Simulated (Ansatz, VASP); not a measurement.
## Sn in two plane-wave programs

Wanted: the spread between two codes on one cell, functional and k mesh. Of the first pair: The structure shown is the start of the Ansatz relaxation below; VASP solves that cell, so the two are compared at the walk's first step.

Main program and level: Ansatz 0.2.0; plane waves, with VASP 6.6.1 beside it; single point at LDA.

## 1. The structure

It takes space group Imma (No. 74, orthorhombic). The conventional cell has a = 4.531 Å, b = 4.576 Å, c = 6.472 Å, α = 90.00°, β = 90.00°, γ = 90.00°. Nearest to Sn lie 4 Sn at 2.78 to 2.80 Å. That group holds within 0.01 Å; judged at 0.001 Å it is C2/m (No. 12).

Structure file:

```cif
data_structure
_symmetry_space_group_name_H-M 'P 1'
_symmetry_Int_Tables_number 1
_cell_length_a 4.5651
_cell_length_b 4.5651
_cell_length_c 4.5307
_cell_angle_alpha 60.249
_cell_angle_beta 60.249
_cell_angle_gamma 60.165
_cell_volume 67.10
loop_
_atom_site_label
_atom_site_type_symbol
_atom_site_fract_x
_atom_site_fract_y
_atom_site_fract_z
_atom_site_occupancy
Sn1 Sn 0.49994 0.49994 0.49994 1
Sn2 Sn 0.75006 0.75006 0.75006 1
```

## 2. Ansatz: relaxation, LDA

Ansatz runs on its PAW soft_1 files.

The two programs are compared at the cell with which this relaxation starts, whose forces are those of its first step.

input.yaml reads:

```yaml
crystal:
  lattice:
    - [-0.0161803105, 3.2198817812, 3.2360620916]
    - [3.2198817812, -0.0161803105, 3.2360620916]
    - [3.2037014707, 3.2037014707, 0.0]
  atoms:
    - { symbol: Sn, position: [0.4999410867, 0.4999410867, 0.4999410867] }
    - { symbol: Sn, position: [0.7500589133, 0.7500589133, 0.7500589133] }
  conventional_axes: [[0, 0, 1], [1, -1, 0], [1, 1, -1]]
kpoints:
  mp_grid: { grid: [12, 12, 12], shift: [0.5, 0.5, 0.5] }
hamiltonian:
  xc: lda
  pseudopotentials: { kind: paw, azcp: { folder: soft_1 }, xc_functional: pbe }
scf:
  occupations: { method: gaussian, width: 0.015 }
output:
  forces: true
  stress: true
  eigenvalues: true
relax:
  adjacent_minimum: "off"
  f_tol: 0.001
  max_steps: 60
  cell: { stress_tol: 0.01, fix: [a, angles] }
```

On the command line:

```bash
ansatz run input.yaml --threads 4 --pin off --max-ram 10240MiB --backend cpu --events-out ev --progress --plain --runs-dir out
```

Numbers of over 12 decimals in the logs are rounded to 6 here.

The log of the run:

```text
Engine: ansatz 0.2.0, aarch64-unknown-linux-gnu
Pseudopotentials: kind: paw
Pseudopotential: Sn, paw, valence charge 14, recommended cutoff 420 eV (normal), soft_1/Sn.paw.azcp
Functional definition: SPW92
  exchange = slater_x
  correlation = pw_c
Crystal: 2 atoms, lattice volume = 67.099 Å³
Basis set: ecut = 420 eV, 1319 PW (Γ)
Bands: 18, of which v1, the nominal top of the filled ones, is band 14 counted from 1 (13 counted from 0)
Symmetry: 4 space group operations
Space group: C2/m (ITA 12), of the structure as read, at distance tolerance 4.1e-5 Å
k-points: 468 of 1728
Non-local potential: Sn, projectors of the file, l = 0: 2, l = 1: 2, l = 2: 2, l = 3: 1
PAW form: soft (Blöchl's): semilocal exchange-correlation on the pseudo side does not see the compensation charge
PAW frozen core: Sn, regenerated for the run's functional, and the local potential with it (the file was generated under x = pbe(κ = 0.804, μ = 0.219515), c = pbe(β = 0.066725))
PAW one-centre angular grid: Sn, 590 points (default); XC on 64 Gauss nodes
Initial density: superposition of atomic densities (chi_scale 0.1, normalization cell)
Initial wavefunctions: pseudopotential atomic-orbital guess
Functional: x = slater, c = lda
SCF iter   1: F=—  HF=-11759.280662 eV  |F-HF|=—  |Δ(HF+E_count)|=         —  Δρ=2.30e-2  dr2=3.96e-1  ethr=3.10e-3  ⟨swp⟩=6.1  Hψ=45834  notcnv=0
preconditioner: auto → none  [insulator: Δε(μ)=0.024 eV  Ē_g=20.007 eV  σ=0.015 eV  W_gap=0.74  n_scr=14 (ndim 8)  ℏωp=24.0 eV  f_vac=0.003  D(μ)=0.11/eV (n_scr^D=0)  ε∞_Penn≈2.4]
SCF iter   2: F=—  HF=-11759.162646 eV  |F-HF|=—  |Δ(HF+E_count)|=   1.18e-1  Δρ=9.58e-3  dr2=6.37e-2  ethr=1.41e-3  ⟨swp⟩=2.0  Hψ=14028  notcnv=0
SCF iter   3: F=—  HF=-11759.147642 eV  |F-HF|=—  |Δ(HF+E_count)|=   1.50e-2  Δρ=1.03e-3  dr2=4.83e-4  ethr=2.28e-4  ⟨swp⟩=2.0  Hψ=12176  notcnv=0
SCF iter   4: F=—  HF=-11759.147765 eV  |F-HF|=—  |Δ(HF+E_count)|=   1.23e-4  Δρ=4.66e-4  dr2=5.52e-5  ethr=1.72e-6  ⟨swp⟩=2.0  Hψ=16797  notcnv=0
SCF iter   5: F=—  HF=-11759.147757 eV  |F-HF|=—  |Δ(HF+E_count)|=   7.56e-6  Δρ=1.50e-4  dr2=5.56e-6  ethr=1.97e-7  ⟨swp⟩=3.0  Hψ=15007  notcnv=0
SCF iter   6: F=—  HF=-11759.147757 eV  |F-HF|=—  |Δ(HF+E_count)|=   6.03e-8  Δρ=3.10e-5  dr2=3.17e-7  ethr=1.99e-8  ⟨swp⟩=2.0  Hψ=13483  notcnv=0
SCF iter   7: F=-11759.147757 eV  HF=-11759.147757 eV  |F-HF|=7.86e-9  |Δ(HF+E_count)|=   5.13e-9  Δρ=6.00e-6  dr2=1.82e-8  ethr=3.57e-10  ⟨swp⟩=4.9  Hψ=30885  notcnv=0
SCF 1 converged in 7 iterations: F = -11759.147757 eV  dr2 = 1.82e-8
  greatest PAW one-centre occupation: 0.992 electrons in one spin orbital (limit 2), on the Sn atom at site 1 (counted from 0), in its partial waves of l = 2
relax step   1: F+E_penalty+E_count = -11759.14775746 eV  Δ(F+E_penalty+E_count) = +0.000e0 eV  max|allowed force component| = 8.734e-2 eV/Å  Δτ_max = 0.0000 Å  P = +0.469 GPa  Ω = 67.099 Å³  fix = [a, alpha, beta, gamma]  reactions: a +1.035 GPa; beta +0.064 GPa/rad  (7 SCF iters, dr2 threshold 1.00e-7 eV, accepted)
[...]
relax step   2: F+E_penalty+E_count = -11759.14707814 eV  Δ(F+E_penalty+E_count) = +6.793e-4 eV  max|allowed force component| = 1.442e-1 eV/Å  Δτ_max = 0.0162 Å  P = +0.079 GPa  Ω = 67.651 Å³  energy of the carried Pulay correction = -2.562e-5 eV  fix = [a, alpha, beta, gamma]  (4 SCF iters, dr2 threshold 2.00e-7 eV, rejected (line search))
[...]
relax step   3: F+E_penalty+E_count = -11759.14852255 eV  Δ(F+E_penalty+E_count) = -7.651e-4 eV  max|allowed force component| = 2.333e-3 eV/Å  Δτ_max = 0.0057 Å  P = +0.295 GPa  Ω = 67.340 Å³  energy of the carried Pulay correction = -1.123e-5 eV  fix = [a, alpha, beta, gamma]  reactions: a +0.705 GPa; beta +0.057 GPa/rad  (7 SCF iters, accepted)
[...]
relax step   4: F+E_penalty+E_count = -11759.14856818 eV  Δ(F+E_penalty+E_count) = -4.563e-5 eV  max|allowed force component| = 1.905e-3 eV/Å  Δτ_max = 0.0002 Å  P = +0.221 GPa  Ω = 67.446 Å³  energy of the carried Pulay correction = -1.613e-5 eV  fix = [a, alpha, beta, gamma]  reactions: a +0.638 GPa; beta +0.061 GPa/rad  (3 SCF iters, dr2 threshold 4.25e-8 eV, accepted)
[...]
relax step   5: F+E_penalty+E_count = -11759.14856878 eV  Δ(F+E_penalty+E_count) = -6.044e-7 eV  max|allowed force component| = 9.540e-5 eV/Å  Δτ_max = 0.0002 Å  P = +0.211 GPa  Ω = 67.460 Å³  energy of the carried Pulay correction = -1.679e-5 eV  fix = [a, alpha, beta, gamma]  reactions: a +0.634 GPa; beta +0.061 GPa/rad  (4 SCF iters, dr2 threshold 7.59e-10 eV, accepted)
[...]
relax step   6: F+E_penalty+E_count = -11759.14858602 eV  Δ(F+E_penalty+E_count) = -1.724e-5 eV  max|allowed force component| = 9.519e-5 eV/Å  Δτ_max = 0.0000 Å  P = +0.212 GPa  Ω = 67.460 Å³  fix = [a, alpha, beta, gamma]  reactions: a +0.635 GPa; beta +0.061 GPa/rad  stress off target by 4.41e-4 GPa on what of the cell is left free  SCF on the basis re-selected at this cell (its energy is not comparable with the rows above)  (5 SCF iters)
basis re-selected at this cell: Δ(F+E_penalty+E_count) = -1.724e-5 eV, ΔP = +0.000 GPa vs the last step (what re-selecting the basis moved, of the pressure what is left beyond the Pulay correction that the steps carried, after the strain that the cell walked since its last selection, with what the two solves' SCF thresholds leave and, on support functions, any second-order correction that the steps lacked; it is no m [...]
SCF converged after 5 iterations
Free energy (F): -11759.148586 eV
Harris-Foulkes:  -11759.148586 eV  (|F-HF|=1.82e-12)
Internal energy: -11759.148585 eV  (E = F + TS)
E sigma→0 (E₀):  -11759.148585 eV
Entropy (-TS):   -0.000001 eV (-0.001 meV/atom)
Fermi energy:    7.709701 eV
--- Per-component energies (eV) ---
  E_band       = -250.745414
  E_kinetic    = 339.441012
  E_local      = -2613.744392  (includes V_loc(G=0)·N_el)
  E_nonlocal   = 299.038300
  E_hartree    = 1269.576767
  E_xc         = -250.141644
  E_vxc        = -162.483151  (∫ρ·V_xc dr)
  E_paw        = -8451.399657  (= ΣΔE_a)
  E_vpaw       = -652.151272  (= ΣTr[D̂ρ^β])
  E_aug_tail   = 0.000544  (compensation charges beyond the density's cutoff)
  E_ewald      = -2352.769297
  E_core_change = 0.849782  (= ΣΔE_core)
  E_smearing   = -0.000001  (= −TS)
  E_closure    = -0.000000  (closes the sum)
  Σ components = -11759.148586   (vs F -11759.148586, Δ=0.00e0)
--- Forces (eV/Å), atoms counted from 1 ---
  atom   1  Sn    -0.00001894    -0.00001894     0.00009519
  atom   2  Sn     0.00001894     0.00001894    -0.00009519
  max |Σ_I F_I| component: 1.36e-20 eV/Å
--- Stress (GPa, compression-positive) ---
        0.317215       0.317308      -0.042973
        0.317308       0.317215      -0.042973
       -0.042973      -0.042973       0.000441
  P = ⅓ Tr σ = 0.2116 GPa (2.116 kbar)
--- Band table (eV; the first three rows and the last of 468) ---
  k-point 0: bands = [... 10 lower, -3.0215, 6.6601, 7.7346, 7.7489, 8.0030, 9.8711, 9.9369, 9.9626]
  k-point 1: bands = [... 10 lower, -2.9292, 5.8301, 7.3401, 7.6681, 8.3478, 9.9699, 10.0465, 10.5680]
  k-point 2: bands = [... 10 lower, -2.7034, 4.6143, 6.9618, 7.3926, 8.3100, 10.3263, 10.5145, 11.3935]
  k-point 467: bands = [... 10 lower, -1.3223, 1.3280, 5.8858, 6.4590, 8.2247, 10.8156, 11.1208, 13.5296]
--- Relaxed structure (5 steps of the walk, 4 accepted, 1 SCFs on fresh bases) ---
  F+E_penalty+E_count = -11759.14858602 eV   max|allowed force component| = 9.519e-5 eV/Å   (the final SCF, on the basis selected at the relaxed cell)
  cell:  # Å, volume = 67.4601 Å³
    - [-0.017660, 3.221361, 3.250510]
    - [3.221361, -0.017660, 3.250510]
    - [3.203701, 3.203701, 0.0]
  atoms:
    - { symbol: Sn, position: [0.499064, 0.499064, 0.500828] }
    - { symbol: Sn, position: [0.750936, 0.750936, 0.749172] }
```

Reading the cycles: dr2 is the Hartree energy of the density residual (eV), the measure of convergence; HF is the Harris–Foulkes estimate of the energy, which meets the free energy F at convergence.

[end of part 1 of 5]

[Lines on the potential files, build, host, timing and source positions are cut from VASP's logs without a mark.]

[Logs are printed without paths, hosts, clocks, repeated set-up lines and the standing remarks that a program may print on its own settings, such as how far it seeks lower states.]

[Hosts, paths, dates, database ids (printed as entryN), source tags and the programs' standing remarks are cut or masked in the printed files.]
